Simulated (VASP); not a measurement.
Runs of VASP 6.6.1 on C. It takes space group P6_3/mmc (No. 194, hexagonal). Conventional cell: a = 2.461 Å, b = 2.461 Å, c = 7.379 Å, α = 90.00°, β = 90.00°, γ = 120.00°. C (site symmetry -6m2) has 3 C at 1.42 Å as nearest neighbours. C (site symmetry -6m2) is surrounded by 3 C at 1.42 Å. The cell was built by a generator and needn't be a form met in nature.

```tsv
level	further INCAR settings	gap on the mesh (eV)	pressure (GPa)
PBE+D2	ALGO = Fast; EDIFF = 1e-07	0.83	(a)
PBE+D4	ALGO = Fast; EDIFF = 1e-07	0.83	-0.3
r2SCAN	ALGO = Normal; EDIFF = 1e-07	0.88	-1.2
r2SCAN+rVV10	ALGO = Normal; EDIFF = 1e-07	0.88	-1.7
rev-vdW-DF2	ALGO = Fast; EDIFF = 1e-07	(b)	0.8
```

Alike in all rows: task single point; potentials or basis VASP PAW PBE potentials, release 64 (C); no spin polarisation; cell as given; k mesh 16 × 16 × 4; cutoff (eV) 520; smearing fermi-dirac 0.05 eV.

Question: Estimate the missing entries.

Answer: (a) 0.7; (b) 0.81.

Caveats: the PAW data sets were made with another functional, which shifts forces and pressure a little (some runs).

A k mesh can miss the band edges.

Not every run made on this cell is shown here.
